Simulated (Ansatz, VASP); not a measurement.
**TiTeS: VASP beside Ansatz**

Wanted: the spread between two codes on one cell, functional and k mesh. The structure shown is the start of the Ansatz relaxation below; VASP solves that cell, so the two are compared at the walk's first step.

Calculated with Ansatz 0.2.0; plane waves, with VASP 6.6.1 beside it; single point at PBEsol.

## Step 1: Starting point

The cell holds 3 atoms: 1 Ti, 1 S and 1 Te. Its edges and angles: a = 3.521 Å, b = 3.442 Å, c = 30.000 Å, α = 90.0°, β = 90.0°, γ = 120.8°. Vacuum lies along c.

As a file:

```cif
data_structure
_symmetry_space_group_name_H-M 'P 1'
_symmetry_Int_Tables_number 1
_cell_length_a 3.5206
_cell_length_b 3.4417
_cell_length_c 30.0000
_cell_angle_alpha 90.000
_cell_angle_beta 90.000
_cell_angle_gamma 120.761
_cell_volume 312.36
loop_
_atom_site_label
_atom_site_type_symbol
_atom_site_fract_x
_atom_site_fract_y
_atom_site_fract_z
_atom_site_occupancy
Ti1 Ti 0.99941 0.99883 0.33946 1
S2 S 0.33544 0.67088 0.38127 1
Te3 Te 0.66515 0.33029 0.27594 1
```

## Step 2: Ansatz: relaxation, PBEsol

Ansatz runs on its PAW soft_1 files.

The two programs are compared at the cell with which this relaxation starts, whose forces are those of its first step.

Contents of input.yaml:

```yaml
crystal:
  lattice:
    - [3.5206158462, 0.0, 0.0]
    - [-1.7603079231, 2.957474477, 0.0]
    - [0.0, 0.0, 30.0]
  atoms:
    - { symbol: Ti, position: [-0.000586002, -0.001172004, 0.3394566414] }
    - { symbol: S, position: [0.3354398583, 0.6708797167, 0.3812657886] }
    - { symbol: Te, position: [0.6651461436, 0.3302922873, 0.275944237] }
  periodic: [true, true, false]
kpoints:
  mp_grid: { grid: [15, 15, 1] }
hamiltonian:
  xc: pbesol
  pseudopotentials: { kind: paw, azcp: { folder: soft_1 }, xc_functional: pbe }
scf:
  occupations: { method: methfessel_paxton, width: 0.2 }
output:
  forces: true
  stress: true
  eigenvalues: true
relax:
  adjacent_minimum: "off"
  f_tol: 0.001
  max_steps: 60
```

Run with:

```console
ansatz run input.yaml --threads 4 --pin off --max-ram 16384MiB --backend cpu --events-out ev --progress --plain --runs-dir out
```

Numbers of over 12 decimals in the logs are rounded to 6 here.

Log:

```text
Warning: output.stress: scf.convergence.dr2_threshold = 1e-9 eV (the default of a walk held to its f_tol) is looser than the 3e-10 eV advised for a printed stress (1e-10 eV for each atom of the cell: 3). What an SCF threshold leaves in a stress goes as its square root, and in the free energy as the threshold itself, and one threshold admits the most on a small cell: [figures from the program's tests cut] Every solve  [...]
Engine: ansatz 0.2.0, aarch64-unknown-linux-gnu
Pseudopotentials: kind: paw
Pseudopotential: Ti, paw, valence charge 12, recommended cutoff 420 eV (normal), soft_1/Ti.paw.azcp
Pseudopotential: S, paw, valence charge 6, recommended cutoff 420 eV (normal), soft_1/S.paw.azcp
Pseudopotential: Te, paw, valence charge 16, recommended cutoff 420 eV (normal), soft_1/Te.paw.azcp
Functional definition: PBEsol
  exchange = pbesol_x
  correlation = pbesol_c
Crystal: 3 atoms, lattice volume = 312.364 Å³
Basis set: ecut = 420 eV, 6089 PW (Γ), exchange–correlation on 48×48×432 points (8 copies of the dense FFT grid, shifted against one another)
Bands: 21, of which v1, the nominal top of the filled ones, is band 17 counted from 1 (16 counted from 0)
Symmetry: 2 space group operations
Space group: Cm (ITA 8), of the structure as read, at distance tolerance 6.8e-5 Å
k-points: 64 of 225 (time reversal used)
Non-local potential: Ti, projectors of the file, l = 0: 3, l = 1: 2, l = 2: 3, l = 3: 1
Non-local potential: S, projectors of the file, l = 0: 2, l = 1: 2, l = 2: 1
Non-local potential: Te, projectors of the file, l = 0: 2, l = 1: 2, l = 2: 2, l = 3: 1
PAW form: soft (Blöchl's): semilocal exchange-correlation on the pseudo side does not see the compensation charge
PAW frozen core: Ti, regenerated for the run's functional, and the local potential with it (the file was generated under x = pbe(κ = 0.804, μ = 0.219515), c = pbe(β = 0.066725))
PAW frozen core: S, regenerated for the run's functional, and the local potential with it (the file was generated under x = pbe(κ = 0.804, μ = 0.219515), c = pbe(β = 0.066725))
PAW frozen core: Te, regenerated for the run's functional, and the local potential with it (the file was generated under x = pbe(κ = 0.804, μ = 0.219515), c = pbe(β = 0.066725))
PAW one-centre angular grid: Ti, 590 points (default); XC on 64 Gauss nodes
PAW one-centre angular grid: S, 110 points (default); XC on 64 Gauss nodes
PAW one-centre angular grid: Te, 590 points (default); XC on 64 Gauss nodes
Initial density: superposition of atomic densities (neutral atoms: chi_scale 0, normalization atom)
Initial wavefunctions: pseudopotential atomic-orbital guess
Functional: x = pbesol(κ = 0.804, μ = 0.123457), c = pbesol(β = 0.046)
SCF iter   1: F=—  HF=-10264.204845 eV  |F-HF|=—  |Δ(HF+E_count)|=         —  Δρ=1.89e-2  dr2=3.88e0  ethr=3.10e-3  ⟨swp⟩=15.2  Hψ=11671  notcnv=0
preconditioner: auto → LDOS  [metal: Δε(μ)=0.004 eV  Ē_g=7.121 eV  σ=0.200 eV  W_gap=0.02  n_scr=18 (ndim 8)  ℏωp=8.4 eV  f_vac=0.752  D(μ)=1.35/eV (n_scr^D=8)  β→1.0]
SCF iter   2: F=—  HF=-10265.319868 eV  |F-HF|=—  |Δ(HF+E_count)|=    1.12e0  S|Δr|=    0.00e0  Δρ=2.32e-2  dr2=1.66e1  ethr=3.10e-3  ⟨swp⟩=5.3  Hψ=4395  notcnv=0  defer=1  recentre
SCF iter   3: F=—  HF=-10263.556552 eV  |F-HF|=—  |Δ(HF+E_count)|=    1.76e0  S|Δr|=    0.00e0  Δρ=6.18e-3  dr2=6.88e-1  ethr=3.10e-3  ⟨swp⟩=5.5  Hψ=4429  notcnv=0
SCF iter   4: F=—  HF=-10263.481256 eV  |F-HF|=—  |Δ(HF+E_count)|=   7.53e-2  S|Δr|=    0.00e0  Δρ=2.29e-3  dr2=2.13e-2  ethr=2.02e-3  ⟨swp⟩=2.2  Hψ=2400  notcnv=0
SCF iter   5: F=—  HF=-10263.478009 eV  |F-HF|=—  |Δ(HF+E_count)|=   3.25e-3  S|Δr|=    0.00e0  Δρ=5.86e-4  dr2=2.74e-3  ethr=6.26e-5  ⟨swp⟩=3.8  Hψ=3034  notcnv=0
SCF iter   6: F=—  HF=-10263.477555 eV  |F-HF|=—  |Δ(HF+E_count)|=   4.54e-4  S|Δr|=    0.00e0  Δρ=1.91e-4  dr2=9.52e-5  ethr=8.06e-6  ⟨swp⟩=3.2  Hψ=2914  notcnv=0
SCF iter   7: F=—  HF=-10263.477692 eV  |F-HF|=—  |Δ(HF+E_count)|=   1.37e-4  S|Δr|=    0.00e0  Δρ=6.05e-5  dr2=1.07e-5  ethr=2.80e-7  ⟨swp⟩=3.3  Hψ=3153  notcnv=0
[...]
SCF 1 converged in 11 iterations: F = -10263.477694 eV  dr2 = 1.03e-10
  greatest PAW one-centre occupation: 0.998 electrons in one spin orbital (limit 2), on the Ti atom at site 0 (counted from 0), in its partial waves of l = 0
relax step   1: F+E_penalty+E_count = -10263.47769439 eV  Δ(F+E_penalty+E_count) = +0.000e0 eV  max|allowed force component| = 1.107e-1 eV/Å  Δτ_max = 0.0000 Å  (11 SCF iters, dr2 threshold 1.00e-7 eV, accepted)
[...]
relax step   2: F+E_penalty+E_count = -10263.47805694 eV  Δ(F+E_penalty+E_count) = -3.625e-4 eV  max|allowed force component| = 1.162e-1 eV/Å  Δτ_max = 0.0175 Å  (7 SCF iters, dr2 threshold 7.66e-7 eV, accepted)
[...]
relax step   3: F+E_penalty+E_count = -10263.47880161 eV  Δ(F+E_penalty+E_count) = -7.447e-4 eV  max|allowed force component| = 1.844e-2 eV/Å  Δτ_max = 0.0078 Å  (5 SCF iters, dr2 threshold 8.44e-7 eV, accepted)
[...]
relax step   4: F+E_penalty+E_count = -10263.47882846 eV  Δ(F+E_penalty+E_count) = -2.685e-5 eV  max|allowed force component| = 1.000e-2 eV/Å  Δτ_max = 0.0010 Å  (4 SCF iters, dr2 threshold 2.13e-8 eV, accepted)
[...]
relax step   5: F+E_penalty+E_count = -10263.47883680 eV  Δ(F+E_penalty+E_count) = -8.344e-6 eV  max|allowed force component| = 2.677e-4 eV/Å  Δτ_max = 0.0010 Å  (4 SCF iters, dr2 threshold 6.25e-9 eV, accepted)
[...]
relax step   6: F+E_penalty+E_count = -10263.47883681 eV  Δ(F+E_penalty+E_count) = -4.295e-9 eV  max|allowed force component| = 2.682e-4 eV/Å  Δτ_max = 0.0000 Å  (3 SCF iters, accepted)
SCF converged after 3 iterations
Stability not checked: this state was not tested for a lower state beside it, because cold or Methfessel-Paxton smearing, or corrected tetrahedra, fill the levels in a way that the test cannot read (fill_not_monotonic; see scf.lower_state_search)
Free energy (F): -10263.478837 eV
Harris-Foulkes:  -10263.478837 eV  (|F-HF|=6.37e-10)
Internal energy: -10263.480756 eV  (E = F + TS)
E sigma→0 (E₀):  -10263.479317 eV
Entropy (-TS):   0.001919 eV (0.640 meV/atom)
Fermi energy:    -4.850410 eV
--- Per-component energies (eV) ---
  E_band       = -933.638390
  E_kinetic    = 559.910908
  E_local      = -62415.471481  (includes V_loc(G=0)·N_el)
  E_nonlocal   = 164.949278
  E_hartree    = 30833.313351
  E_xc         = -325.713228
  E_vxc        = -330.648639  (∫ρ·V_xc dr)
  E_paw        = -6202.930410  (= ΣΔE_a)
  E_vpaw       = -579.005836  (= ΣTr[D̂ρ^β])
  E_aug_tail   = 0.000008  (compensation charges beyond the density's cutoff)
  E_ewald      = 27121.884672
  E_core_change = 0.576145  (= ΣΔE_core)
  E_smearing   = 0.001919  (= −TS)
  E_closure    = -0.000000  (closes the sum)
  Σ components = -10263.478837   (vs F -10263.478837, Δ=0.00e0)
--- Forces (eV/Å), atoms counted from 1 ---
  atom   1  Ti     0.00000000    -0.00018489     0.00010851
  atom   2  S      0.00000000    -0.00008012    -0.00002380
  atom   3  Te     0.00000000     0.00026974    -0.00008719
  max |Σ_I F_I| component: 4.73e-6 eV/Å
--- 2D stress c σ (N/m, compression-positive) ---
        0.518643       0.000000       0.000000
        0.000000       1.802683       0.000000
        0.000000       0.000000       0.000000
  P = ½ c Tr σ = 1.1607 N/m
--- Band table (eV; the first three rows and the last of 64) ---
  k-point 0: bands = [... 13 lower, -7.6780, -7.2616, -4.6132, -4.4668, -3.8816, -3.7223, -3.4898, -1.1867]
  k-point 1: bands = [... 13 lower, -7.8647, -7.0607, -4.7642, -4.6899, -4.0813, -3.6068, -3.4018, -1.4212]
  k-point 2: bands = [... 13 lower, -7.8538, -6.8235, -5.4511, -5.0529, -4.2581, -3.4353, -3.3783, -1.9611]
  k-point 63: bands = [... 13 lower, -8.2830, -8.1957, -7.1864, -6.8578, -4.3918, -3.6823, -3.4285, -2.3300]
--- Relaxed structure (6 steps of the walk, 6 accepted, 0 SCFs on fresh bases) ---
  F+E_penalty+E_count = -10263.47883681 eV   max|allowed force component| = 2.682e-4 eV/Å
  cell:  # Å, volume = 312.3639 Å³
    - [3.5206158462, 0.0, 0.0]
    - [-1.7603079231, 2.957474477, 0.0]
    - [0.0, 0.0, 30.0]
  atoms:
    - { symbol: Ti, position: [-0.000897935, -0.00179587, 0.339413] }
    - { symbol: S, position: [0.336549, 0.673098, 0.381594] }
    - { symbol: Te, position: [0.664349, 0.328698, 0.275659] }
```

## Step 3: VASP: single point, PBEsol, start cell, pair 1

The same cell, functional, mesh and smearing now go to VASP, with its own data sets.

Lines of VASP's logs that name or quote its potential files are left out, and so is its time.

Contents of INCAR:

```
SYSTEM = TiTeS
PREC = Accurate
ENCUT = 400
EDIFF = 1E-06
NELM = 120
ISMEAR = 1
SIGMA = 0.2
LREAL = .FALSE.
ALGO = Normal
GGA = PS
NBANDS = 18
LASPH = .TRUE.
LORBIT = 11
LWAVE = .FALSE.
LCHARG = .FALSE.
ISIF = 2
LDIPOL = .TRUE.
IDIPOL = 3
DIPOL = 0.5 0.5 0.332
LVHAR = .TRUE.
GGA_COMPAT = .FALSE.
NELMDL = -8
KPAR = 2
```

Contents of POSCAR:

```
TiTeS
1.0
    3.5206158462      0.0000000000      0.0000000000
   -1.7603079231      2.9574744770      0.0000000000
    0.0000000000      0.0000000000     30.0000000000
Ti S Te
1 1 1
Direct
    0.9994140271      0.9988280541      0.3394566333
    0.3354399194      0.6708798387      0.3812658000
    0.6651461420      0.3302922840      0.2759442333
```

Contents of KPOINTS:

```
Automatic mesh
0
Gamma
15 15 1
0 0 0
```

PAW data sets: Ti_sv, S and Te (PBE family, release 64).

Run with:

```console
mpirun -np 2 vasp_std
```

Log:

```text
[banner, memory and clock lines left out]
running    2 mpi-ranks, on    1 nodes
 distrk:  each k-point on    1 cores,    2 groups
 distr:  one band on    1 cores,    1 groups

 POSCAR found type information on POSCAR TiS Te
 POSCAR found :  3 types and       3 ions
|                                                                             |
|               ----> ADVICE to this user running VASP <----                  |
|                                                                             |
|     You enforced a specific xc type in the INCAR file but a different       |
|     [... a line on the potential file left out ...]
|     I HOPE YOU KNOW WHAT YOU ARE DOING!                                     |
|                                                                             |

 LDA part: xc-table for (Slater+PW92), standard interpolation
 POSCAR, INCAR and KPOINTS ok, starting setup
 FFT: planning ... GRIDC
 FFT: planning ... GRID_SOFT
 FFT: planning ... GRID
 WAVECAR not read
 entering main loop
       N       E                     dE             d eps       ncg     rms          rms(c)
DAV:   1     0.151516544013E+03    0.15152E+03   -0.95631E+03  2816   0.822E+02
DAV:   2     0.899653032629E-01   -0.15143E+03   -0.14820E+03  3064   0.226E+02
DAV:   3    -0.208310317826E+02   -0.20921E+02   -0.20821E+02  4108   0.765E+01
DAV:   4    -0.218208142080E+02   -0.98978E+00   -0.98618E+00  3210   0.163E+01
DAV:   5    -0.218944689927E+02   -0.73655E-01   -0.73633E-01  3646   0.375E+00
DAV:   6    -0.218951907444E+02   -0.72175E-03   -0.72171E-03  3260   0.455E-01
DAV:   7    -0.218952145639E+02   -0.23819E-04   -0.23819E-04  3648   0.728E-02
DAV:   8    -0.218952147580E+02   -0.19417E-06   -0.19437E-06  3280   0.747E-03    0.143E+01
DAV:   9    -0.206096279506E+02    0.12856E+01   -0.28421E+01  2950   0.411E+01    0.106E+01
DAV:  10    -0.198231960364E+02    0.78643E+00   -0.21989E+01  3198   0.325E+01    0.638E+00
DAV:  11    -0.193141130153E+02    0.50908E+00   -0.28923E+00  2880   0.120E+01    0.219E+00
DAV:  12    -0.193274328609E+02   -0.13320E-01   -0.29313E-01  2842   0.379E+00    0.137E+00
DAV:  13    -0.193049249421E+02    0.22508E-01   -0.13942E-01  2666   0.299E+00    0.638E-01
DAV:  14    -0.193043156447E+02    0.60930E-03   -0.75823E-03  2668   0.688E-01    0.334E-01
[...]
DAV:  23    -0.193045528813E+02   -0.28871E-04   -0.21773E-06  2638   0.713E-03    0.603E-03
DAV:  24    -0.193045726838E+02   -0.19803E-04   -0.11809E-06  2238   0.842E-03    0.145E-03
DAV:  25    -0.193045838301E+02   -0.11146E-04   -0.57197E-07  2280   0.334E-03    0.116E-03
DAV:  26    -0.193045908984E+02   -0.70683E-05   -0.18629E-07  2082   0.185E-03    0.106E-03
DAV:  27    -0.193045965335E+02   -0.56350E-05   -0.18072E-07  2118   0.155E-03    0.324E-04
DAV:  28    -0.193045982111E+02   -0.16776E-05   -0.27427E-08  1862   0.709E-04    0.470E-04
DAV:  29    -0.193045993315E+02   -0.11204E-05   -0.19716E-08  1830   0.484E-04    0.323E-04
DAV:  30    -0.193045998633E+02   -0.53178E-06   -0.74946E-09  1646   0.405E-04
   1 F= -.19304600E+02 E0= -.19305240E+02  d E =0.192046E-02
```

OUTCAR, selected parts (step 3):

```text
ion  position               nearest neighbor table
   1  0.999  0.999  0.339-   2 2.35   2 2.37   2 2.37   3 2.75   3 2.77   3 2.77
   2  0.335  0.671  0.381-   1 2.35   1 2.37   1 2.37
   3  0.665  0.330  0.276-   1 2.75   1 2.77   1 2.77

  LATTYP: Found a base centered orthorhombic cell.
 ALAT       =     3.5206158462
 B/A-ratio  =     1.6800892834
 C/A-ratio  =     8.5212364287

 Subroutine GETGRP returns: Found  2 space group operations
 (whereof  2 operations were pure point group operations)

The static configuration has the point symmetry C_1h.

 Found     64 irreducible k-points:

   k-points           NKPTS =     64   k-points in BZ     NKDIM =     64   number of bands    NBANDS=     18

   dimension x,y,z NGX =    24 NGY =   24 NGZ =  196
   dimension x,y,z NGXF=    48 NGYF=   48 NGZF=  392

   ENCUT  =  400.0 eV  29.40 Ry    5.42 a.u.   5.74  5.61 48.92*2*pi/ulx,y,z

   NELECT =      24.0000    total number of electrons

 k-points in reciprocal lattice and weights: Automatic mesh
   0.00000000  0.00000000  0.00000000       0.004
   0.06666667 -0.00000000  0.00000000       0.018
   0.13333333  0.00000000  0.00000000       0.018
   0.20000000 -0.00000000  0.00000000       0.018
   0.26666667  0.00000000  0.00000000       0.018
   0.33333333  0.00000000  0.00000000       0.018
   0.40000000 -0.00000000  0.00000000       0.018
   0.46666667 -0.00000000  0.00000000       0.018
   0.00000000  0.06666667  0.00000000       0.009
[...]
0.00000000  0.46666667  0.00000000       0.009
   0.06666667  0.46666667  0.00000000       0.009

 dipolmoment           0.000000      0.000000      0.029124 electrons x Angstroem

 average (electrostatic) potential at core
       1 -83.6878       2 -94.0536       3 -96.5010

 E-fermi :  -2.3551

 k-point     1 :       0.0000    0.0000    0.0000
  band No.  band energies     occupation
    ...
      6     -14.7475      2.00000
      7      -7.4555      2.00000
      8      -5.4161      2.00000
      9      -5.2370      2.00000
     10      -4.7519      2.00000
     11      -2.1243     -0.06922
     12      -1.9868     -0.02577
     13      -1.3643     -0.00000
     14      -1.2272     -0.00000
     15      -0.9929     -0.00000
    ...

 k-point     2 :       0.0667   -0.0000    0.0000
  band No.  band energies     occupation
    ...
      7      -7.3962      2.00000
      8      -5.5956      2.00000
      9      -5.2617      2.00000
     10      -4.5872      2.00000
     11      -2.3555      1.00333
     12      -2.1412     -0.06183
     13      -1.6499     -0.00001
     14      -1.0013     -0.00000
     15      -0.9033     -0.00000
     16       1.0083     -0.00000
    ...

 k-point     3 :       0.1333    0.0000    0.0000
  band No.  band energies     occupation
    ...
      8      -5.9682      2.00000
      9      -5.2498      2.00000
     10      -4.3619      2.00000
     11      -3.1437      2.00000
     12      -2.3947      1.32807
     13      -1.8387     -0.00159
     14      -0.8787     -0.00000
     15      -0.7964     -0.00000
     16       0.4775     -0.00000
     17       1.1613     -0.00000
    ...

  Total        0.4231737      1.3625942      0.2755422      0.0000000      0.1063436      0.0000000
  in kB        2.1705427      6.9890191      1.4133114      0.0000000      0.5454575      0.0000000
  external PRESSURE =       3.5242911 kB  Pullay stress =       0.0000000 kB

  energy-cutoff  :      400.00
  volume of cell :      312.36
      direct lattice vectors                 reciprocal lattice vectors
     3.520615846  0.000000000  0.000000000     0.284041214  0.169063167  0.000000000
    -1.760307923  2.957474477  0.000000000     0.000000000  0.338126333  0.000000000
     0.000000000  0.000000000 30.000000000     0.000000000  0.000000000  0.033333333

 POSITION                                       TOTAL-FORCE (eV/Angst)
 -----------------------------------------------------------------------------------
      1.76031      2.95401     10.18370        -0.000000     -0.038262     -0.036818
      0.00000      1.98411     11.43797         0.000000      0.056709      0.135943
      1.76031      0.97683      8.27833         0.000000     -0.018446     -0.099125
 -----------------------------------------------------------------------------------
    total drift:                               -0.000000     -0.000154     -0.000178

  FREE ENERGIE OF THE ION-ELECTRON SYSTEM (eV)
  ---------------------------------------------------
  free  energy   TOTEN  =       -19.3045998633 eV

  energy  without entropy=      -19.3065203210  energy(sigma->0) =      -19.30524002

 vacuum level on the upper side and lower side of the slab         2.741         2.234

 total charge
# of ion       s       p       d       tot
------------------------------------------
    1        2.186   6.170   1.919  10.275
    2        1.344   2.390   0.000   3.734
    3        1.395   1.980   0.046   3.420
--------------------------------------------------
tot          4.925  10.539   1.965  17.429

[... 3 further parts left out ...]
```

This run has no spin polarisation, so a moment on Ti, if there is one, isn't seen.

## Step 4: Differences

Known differences besides the potentials themselves: Ansatz cuts the interaction across the vacuum, VASP repeats the sheet with a dipole correction; the data sets hold 34 valence electrons in Ansatz (on its PAW soft_1 files) and 24 in VASP; the cutoff is 420 eV in Ansatz and 400 eV in VASP; Ansatz makes its cores anew for this functional, VASP keeps those of its PBE data sets. Total energies have different zeros and are not compared.

Forces (eV/Å; atoms numbered as in POSCAR):

```tsv
atom	Ansatz x, y, z	VASP x, y, z
Ti1	0.000, -0.039, -0.037	0.000, -0.038, -0.037
S2	0.000, 0.057, 0.111	0.000, 0.057, 0.136
Te3	0.000, -0.018, -0.074	0.000, -0.018, -0.099
```

The forces differ by 12 meV/Å r.m.s., which is 19.2 % of the r.m.s. force of 0.062 eV/Å (both taken over all components). With vacuum in the cell, a pressure given here is an average over mostly empty space and none of the material.

(Part 1 of 2 ends here.)

[Lines on the potential files, build, host, timing and source positions are cut from VASP's logs without a mark.]

[Logs are printed without paths, hosts, clocks, repeated set-up lines and the standing remarks that a program may print on its own settings, such as how far it seeks lower states.]

[Hosts, paths, dates, database ids (printed as entryN), source tags and the programs' standing remarks are cut or masked in the printed files.]
